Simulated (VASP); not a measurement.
```
CELL_PARAMETERS angstrom
      0.00000     2.16599     2.16599
      2.16599     0.00000     2.16599
      2.16599     2.16599     0.00000
ATOMIC_POSITIONS crystal
  Si 0.00000 0.00000 0.00000
  C  0.25000 0.25000 0.25000
```

Method: LDA (Ceperley-Alder, Perdew-Zunger), VASP's LDA PAW potentials (set 64) (plane waves; VASP). Run with 520 eV cut-off, 10×10×10 Γ-centred mesh, Gaussian smearing of 0.050 eV, potentials Si C.

Give the energy at these volumes per atom, relative to the lowest: 9.55, 9.85, 10.16, 10.46, 10.77 Å³.

29.1, 7.0, 0.0, 6.1, 23.5 meV/atom. A third-order Birch-Murnaghan fit gives B0 = 228 GPa and B0′ = 3.9.

Measured: bulk modulus 229 GPa at 0 K (computed value off by -0.3 %), as given by Daniel Mejia-Rodriguez et al., Physical Review B (2018), arXiv:1807.09216 [0 K value with the zero-point phonon effect removed]; a 4.346 Å at 0 K (computed value off by -0.3 %), as given by Daniel Mejia-Rodriguez et al., Physical Review B (2018), arXiv:1807.09216 [static lattice: zero-point anharmonic expansion removed].

The compound is SiC in the zinc blende structure. It was relaxed first.
